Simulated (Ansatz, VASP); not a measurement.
# WC (Qusongite): VASP beside Ansatz, part 2 of 2

Aim: how closely do two programs agree when they are given the same cell, functional and k mesh? The cell is taken from a series of runs on this material, whose earlier steps may have relaxed, scaled, displaced or heated it; both programs get it as it stands.

VASP 6.6.1 and Ansatz 0.2.0.

So far: The structure; Ansatz: zone-centre phonons, PBEsol.

## (3) VASP: zone-centre phonons, PBEsol

Level of this step: PBEsol; plane waves and PAW (C, W) (VASP).

The same cell, functional, mesh and smearing now go to VASP, with its own data sets.

Lines of VASP's logs that name or quote its potential files are left out, and so is its time.

The input, INCAR:

```
SYSTEM = WC
PREC = Accurate
ENCUT = 600
EDIFF = 1E-08
NELM = 120
ISMEAR = 1
SIGMA = 0.2
LREAL = .FALSE.
ALGO = Normal
GGA = PS
NBANDS = 11
LASPH = .TRUE.
LORBIT = 11
LWAVE = .FALSE.
LCHARG = .FALSE.
ISIF = 2
IBRION = 8
GGA_COMPAT = .FALSE.
KPAR = 2
```

The input, POSCAR:

```
WC
1.0
    2.8785538046      0.0000000000      0.0000000000
   -1.4392769023      2.4929007210      0.0000000000
    0.0000000000      0.0000000000      2.9412204032
C W
1 1
Direct
    0.6666666668      0.3333333332      0.5000000000
    0.0000000001      0.9999999999      0.0000000000
```

The input, KPOINTS:

```
Automatic mesh
0
Gamma
18 18 16
0 0 0
```

Potentials, in the order of the species: C and W (PBE family, release 64).

Run with:

```console
> mpirun -np 2 vasp_std
```

Numbers of over 12 decimals in the logs are rounded to 6 here.

Log:

```text
[banner, memory and clock lines left out]
running    2 mpi-ranks, on    1 nodes
 distrk:  each k-point on    1 cores,    2 groups
 distr:  one band on    1 cores,    1 groups

 POSCAR found type information on POSCAR C W
 POSCAR found :  2 types and       2 ions
|                                                                             |
|               ----> ADVICE to this user running VASP <----                  |
|                                                                             |
|     You enforced a specific xc type in the INCAR file but a different       |
|     [... a line on the potential file left out ...]
|     I HOPE YOU KNOW WHAT YOU ARE DOING!                                     |
|                                                                             |

 LDA part: xc-table for (Slater+PW92), standard interpolation
 POSCAR, INCAR and KPOINTS ok, starting setup
 FFT: planning ... GRIDC
 FFT: planning ... GRID_SOFT
 FFT: planning ... GRID
 WAVECAR not read
 entering main loop
       N       E                     dE             d eps       ncg     rms          rms(c)
DAV:   1     0.276228409189E+02    0.27623E+02   -0.54514E+03  7326   0.927E+02
DAV:   2    -0.246104338236E+02   -0.52233E+02   -0.49548E+02  8423   0.211E+02
DAV:   3    -0.268218507984E+02   -0.22114E+01   -0.21826E+01  9144   0.363E+01
DAV:   4    -0.268379371222E+02   -0.16086E-01   -0.16081E-01  8020   0.358E+00
DAV:   5    -0.268380075655E+02   -0.70443E-04   -0.70442E-04  9049   0.236E-01    0.330E+01
DAV:   6    -0.240489961391E+02    0.27890E+01   -0.13741E+01  8739   0.220E+01    0.108E+01
DAV:   7    -0.239457067388E+02    0.10329E+00   -0.75661E-01  7572   0.654E+00    0.826E+00
DAV:   8    -0.238993006032E+02    0.46406E-01   -0.12664E-01  8101   0.273E+00    0.192E+00
DAV:   9    -0.238950453941E+02    0.42552E-02   -0.10209E-02  8007   0.675E-01    0.153E-01
DAV:  10    -0.238949182164E+02    0.12718E-03   -0.64835E-04  8498   0.215E-01    0.990E-02
DAV:  11    -0.238949097133E+02    0.85032E-05   -0.70662E-05  9273   0.553E-02    0.113E-02
DAV:  12    -0.238949077863E+02    0.19270E-05   -0.62613E-06  8504   0.161E-02    0.708E-03
DAV:  13    -0.238949076920E+02    0.94324E-07   -0.60564E-07  9585   0.594E-03    0.953E-04
DAV:  14    -0.238949076894E+02    0.26448E-08   -0.19288E-08  6358   0.111E-03
   1 F= -.23894908E+02 E0= -.23895080E+02  d E =0.515935E-03
 Linear response reoptimize wavefunctions to high precision
DAV:   1    -0.238949076975E+02   -0.81002E-08   -0.13578E-09  6486   0.341E-04
DAV:   2    -0.238949076975E+02   -0.57980E-11   -0.58670E-11  3867   0.766E-05
 Linear response DOF=           4
 Linear response progress:
  Degree of freedom:   1/  4
       N       E                     dE             d eps       ncg     rms          rms(c)
RMM:   1    -0.117002357200E+00   -0.11700E+00    0.28289E-02 74859   0.201E+00
RMM:   2    -0.113919360863E+00    0.30830E-02   -0.21196E-03 50433   0.426E-01    0.189E-01
RMM:   3    -0.114247985193E+00   -0.32862E-03   -0.34883E-04 47992   0.127E-01    0.101E-01
RMM:   4    -0.114957624641E+00   -0.70964E-03   -0.25545E-04 47561   0.104E-01    0.226E-02
RMM:   5    -0.114920277343E+00    0.37347E-04   -0.39131E-06 52580   0.183E-02    0.128E-03
RMM:   6    -0.114930609549E+00   -0.10332E-04   -0.14282E-07 53036   0.201E-03    0.454E-04
RMM:   7    -0.114927755510E+00    0.28540E-05    0.26890E-08 53517   0.362E-04    0.765E-05
RMM:   8    -0.114928108193E+00   -0.35268E-06    0.18941E-08 53747   0.757E-05    0.258E-05
RMM:   9    -0.114928016996E+00    0.91197E-07   -0.90724E-09 54887   0.186E-05    0.641E-06
RMM:  10    -0.114927980402E+00    0.36594E-07   -0.11258E-09 54014   0.600E-06    0.659E-07
RMM:  11    -0.114927979322E+00    0.10798E-08   -0.13432E-09 38128   0.289E-06    0.415E-07
 first order change of Fermi-energy  -0.61615E-05
 force on displaced ion       1 direction 1 : -14.230   0.001   0.000
 Linear response progress:
  Degree of freedom:   2/  4
       N       E                     dE             d eps       ncg     rms          rms(c)
RMM:   1    -0.121041596628E+00   -0.12104E+00    0.71025E-02 26699   0.215E+00
RMM:   2    -0.120541007023E+00    0.50059E-03   -0.23316E-03 17937   0.459E-01    0.188E-01
RMM:   3    -0.120625959620E+00   -0.84953E-04   -0.87973E-04 17061   0.189E-01    0.913E-02
RMM:   4    -0.121457700229E+00   -0.83174E-03   -0.58239E-04 17544   0.139E-01    0.228E-02
RMM:   5    -0.121436313719E+00    0.21387E-04   -0.11037E-05 18388   0.234E-02    0.310E-03
RMM:   6    -0.121474196188E+00   -0.37882E-04   -0.95852E-07 17984   0.621E-03    0.515E-04
RMM:   7    -0.121474505790E+00   -0.30960E-06   -0.26421E-08 18930   0.968E-04    0.279E-04
RMM:   8    -0.121473066733E+00    0.14391E-05   -0.17781E-08 18778   0.153E-04    0.401E-05
RMM:   9    -0.121472920330E+00    0.14640E-06   -0.73990E-09 18902   0.492E-05    0.131E-05
RMM:  10    -0.121472855081E+00    0.65249E-07   -0.26927E-09 19500   0.206E-05    0.881E-07
RMM:  11    -0.121472857755E+00   -0.26738E-08   -0.54389E-11 17331   0.497E-06    0.389E-07
 first order change of Fermi-energy   0.56795E-03
 force on displaced ion       1 direction 3 :   0.000   0.000 -10.887
 Linear response progress:
  Degree of freedom:   3/  4
       N       E                     dE             d eps       ncg     rms          rms(c)
RMM:   1    -0.108634194482E+00   -0.10863E+00   -0.88540E-02 64034   0.191E+00
RMM:   2    -0.105883063552E+00    0.27511E-02   -0.17602E-03 49547   0.340E-01    0.198E-01
RMM:   3    -0.104878110883E+00    0.10050E-02   -0.34201E-04 51610   0.115E-01    0.115E-01
RMM:   4    -0.104391089942E+00    0.48702E-03   -0.56485E-04 51677   0.145E-01    0.185E-02
RMM:   5    -0.104407130210E+00   -0.16040E-04   -0.16036E-06 53530   0.165E-02    0.347E-03
RMM:   6    -0.104407649908E+00   -0.51970E-06   -0.35438E-07 53405   0.242E-03    0.132E-03
RMM:   7    -0.104407480232E+00    0.16968E-06    0.43102E-08 53141   0.972E-04    0.107E-04
RMM:   8    -0.104406708807E+00    0.77142E-06   -0.46032E-08 55503   0.185E-04    0.213E-05
RMM:   9    -0.104406675316E+00    0.33491E-07    0.16159E-08 55229   0.345E-05    0.613E-06
RMM:  10    -0.104406682743E+00   -0.74265E-08   -0.26669E-09 56697   0.123E-05    0.401E-06
 first order change of Fermi-energy  -0.50887E-04
 force on displaced ion       2 direction 1 : -14.231   0.002   0.000
 Linear response progress:
  Degree of freedom:   4/  4
       N       E                     dE             d eps       ncg     rms          rms(c)
RMM:   1    -0.115866879588E+00   -0.11587E+00   -0.98479E-02 23817   0.194E+00
RMM:   2    -0.111732018488E+00    0.41349E-02   -0.24428E-03 17450   0.409E-01    0.173E-01
RMM:   3    -0.111169878539E+00    0.56214E-03   -0.20831E-04 18287   0.101E-01    0.960E-02
RMM:   4    -0.111127857863E+00    0.42021E-04   -0.31974E-04 18111   0.120E-01    0.132E-02
RMM:   5    -0.111140516679E+00   -0.12659E-04   -0.48978E-06 18984   0.152E-02    0.475E-03
RMM:   6    -0.111153444667E+00   -0.12928E-04   -0.69587E-08 19026   0.212E-03    0.126E-03
RMM:   7    -0.111154818024E+00   -0.13734E-05   -0.63354E-09 18645   0.690E-04    0.319E-04
RMM:   8    -0.111154642539E+00    0.17549E-06   -0.71084E-09 19484   0.197E-04    0.104E-04
RMM:   9    -0.111154088965E+00    0.55357E-06    0.60787E-09 19345   0.623E-05    0.593E-06
RMM:  10    -0.111154067322E+00    0.21643E-07   -0.88765E-09 20008   0.125E-05    0.208E-06
RMM:  11    -0.111154061746E+00    0.55759E-08   -0.10128E-09 17035   0.525E-06    0.452E-07
 first order change of Fermi-energy  -0.69303E-03
 force on displaced ion       2 direction 3 :  -0.000  -0.000 -10.887
 Linear response finished
```

OUTCAR, selected parts (step 3):

```text
ion  position               nearest neighbor table
   1  0.667  0.333  0.500-   2 2.22   2 2.22   2 2.22   2 2.22   2 2.22   2 2.22
   2  0.000  1.000  0.000-   1 2.22   1 2.22   1 2.22   1 2.22   1 2.22   1 2.22

  LATTYP: Found a hexagonal cell.
 ALAT       =     2.8785538046
 C/A-ratio  =     1.0217701675

 Subroutine GETGRP returns: Found 12 space group operations
 (whereof 12 operations were pure point group operations)

The static configuration has the point symmetry D_3h.

 Found    333 irreducible k-points:

   k-points           NKPTS =    333   k-points in BZ     NKDIM =    333   number of bands    NBANDS=     11

   dimension x,y,z NGX =    24 NGY =   24 NGZ =   24
   dimension x,y,z NGXF=    48 NGYF=   48 NGZF=   48

   ENCUT  =  600.0 eV  44.10 Ry    6.64 a.u.   5.75  5.75  5.87*2*pi/ulx,y,z

   NELECT =      10.0000    total number of electrons

 k-points in reciprocal lattice and weights: Automatic mesh
   0.00000000  0.00000000  0.00000000       0.000
   0.05555556  0.00000000  0.00000000       0.001
   0.11111111  0.00000000  0.00000000       0.001
   0.16666667 -0.00000000  0.00000000       0.001
   0.22222222 -0.00000000  0.00000000       0.001
   0.27777778  0.00000000  0.00000000       0.001
   0.33333333 -0.00000000  0.00000000       0.001
   0.38888889 -0.00000000  0.00000000       0.001
   0.44444444 -0.00000000  0.00000000       0.001
[...]
0.33333333  0.27777778  0.50000000       0.002
   0.33333333  0.33333333  0.50000000       0.000

 average (electrostatic) potential at core
       1 -46.5504       2 -37.3410

  Total       -0.1691788     -0.1691788     -4.4264970     -0.0000000      0.0000000      0.0000000
  in kB      -12.8425006    -12.8425006   -336.0190126     -0.0000000      0.0000000      0.0000000
  external PRESSURE =    -120.5680046 kB  Pullay stress =       0.0000000 kB

  energy-cutoff  :      600.00
  volume of cell :       21.11
      direct lattice vectors                 reciprocal lattice vectors
     2.878553805  0.000000000  0.000000000     0.347396668  0.200569560  0.000000000
    -1.439276902  2.492900721  0.000000000     0.000000000  0.401139119  0.000000000
     0.000000000  0.000000000  2.941220403     0.000000000  0.000000000  0.339994921

 POSITION                                       TOTAL-FORCE (eV/Angst)
 -----------------------------------------------------------------------------------
      1.43928      0.83097      1.47061         0.000000      0.000000      0.000000
     -1.43928      2.49290      0.00000        -0.000000      0.000000      0.000000
 -----------------------------------------------------------------------------------
    total drift:                               -0.000000      0.000000      0.000000

 Eigenvectors and eigenvalues of the dynamical matrix
 ----------------------------------------------------

   1 f  =   17.563428 THz   110.354275 2PiTHz  585.852907 cm-1    72.636470 meV
             X         Y         Z           dx          dy          dz
      1.439277  0.830967  1.470610     0.000000   -0.968852    0.000000
     -1.439277  2.492901  0.000000     0.000000    0.247642    0.000000

   2 f  =   17.563428 THz   110.354275 2PiTHz  585.852907 cm-1    72.636470 meV
             X         Y         Z           dx          dy          dz
      1.439277  0.830967  1.470610    -0.968852    0.000000    0.000000
     -1.439277  2.492901  0.000000     0.247642    0.000000    0.000000

   3 f  =   15.362661 THz    96.526448 2PiTHz  512.443225 cm-1    63.534834 meV
             X         Y         Z           dx          dy          dz
      1.439277  0.830967  1.470610     0.000000    0.000000    0.968854
     -1.439277  2.492901  0.000000     0.000000    0.000000   -0.247633

   4 f/i=    0.000070 THz     0.000438 2PiTHz    0.002324 cm-1     0.000288 meV
             X         Y         Z           dx          dy          dz
      1.439277  0.830967  1.470610     0.000000    0.000000    0.247633
     -1.439277  2.492901  0.000000     0.000000    0.000001    0.968854

   5 f/i=    0.000096 THz     0.000601 2PiTHz    0.003193 cm-1     0.000396 meV
             X         Y         Z           dx          dy          dz
      1.439277  0.830967  1.470610     0.000000   -0.247642    0.000000
     -1.439277  2.492901  0.000000     0.000000   -0.968852    0.000001

   6 f/i=    0.000096 THz     0.000601 2PiTHz    0.003193 cm-1     0.000396 meV
             X         Y         Z           dx          dy          dz
      1.439277  0.830967  1.470610     0.247642    0.000000    0.000000
     -1.439277  2.492901  0.000000     0.968852    0.000000    0.000000

 ELASTIC MODULI CONTR FROM IONIC RELAXATION (kBar)
 Direction    XX          YY          ZZ          XY          YZ          ZX
 --------------------------------------------------------------------------------
 XX         -71.9431     71.9431      0.0000      0.0000      0.0000      0.0000
 YY          71.9431    -71.9431      0.0000     -0.0000      0.0000      0.0000
 ZZ           0.0000      0.0000      0.0000      0.0000      0.0000      0.0000
 XY           0.0000     -0.0000      0.0000    -71.9431      0.0000      0.0000
 YZ           0.0000      0.0000      0.0000      0.0000      0.0000      0.0000
 ZX           0.0000      0.0000      0.0000      0.0000      0.0000      0.0000
 --------------------------------------------------------------------------------
```

## (4) Comparison

Known differences besides the potentials themselves: the data sets hold 18 valence electrons in Ansatz (on its PAW soft_1 files) and 10 in VASP; the cutoff is 420 eV in Ansatz and 600 eV in VASP; Ansatz makes its cores anew for this functional, VASP keeps those of its PBE data sets. Total energies have different zeros and are not compared.

The two programs side by side:

| quantity | Ansatz | VASP | difference |
| --- | --- | --- | --- |
| optical mode 1 (cm⁻¹) | 505.0 | 512.4 | -1.45 % |
| optical mode 2 to 3 (cm⁻¹) | 581.0 | 585.9 | -0.84 % |

Modes are paired by rising frequency, not by their patterns, so a pair may set unlike modes beside each other; they are those without the splitting of longitudinal modes.

## (5) Results

| Item | Value |
| --- | --- |
| r.m.s. difference of the optical zone-centre modes, each program's sorted by frequency (zone-centre phonons, PBEsol) | 5.9 cm⁻¹ |
| difference in optical mode 1 (zone-centre phonons, PBEsol) | -1.5 % |

What this shows: The r.m.s. difference of the optical zone-centre modes, each program's sorted by frequency is 5.9 cm⁻¹ (zone-centre phonons, PBEsol). The data sets hold unlike numbers of valence electrons (18 in Ansatz and 10 in VASP), so part of the differences comes from the potentials. Among the rows given in per cent, the largest difference of the zone-centre phonons, PBEsol pair is in optical mode 1, -1.5 %. How closely two codes agree says nothing of how well the functional describes the real material.

[Lines on the potential files, build, host, timing and source positions are cut from VASP's logs without a mark.]

[Logs are printed without paths, hosts, clocks, repeated set-up lines and the standing remarks that a program may print on its own settings, such as how far it seeks lower states.]

[Hosts, paths, dates, database ids (printed as entryN), source tags and the programs' standing remarks are cut or masked in the printed files.]
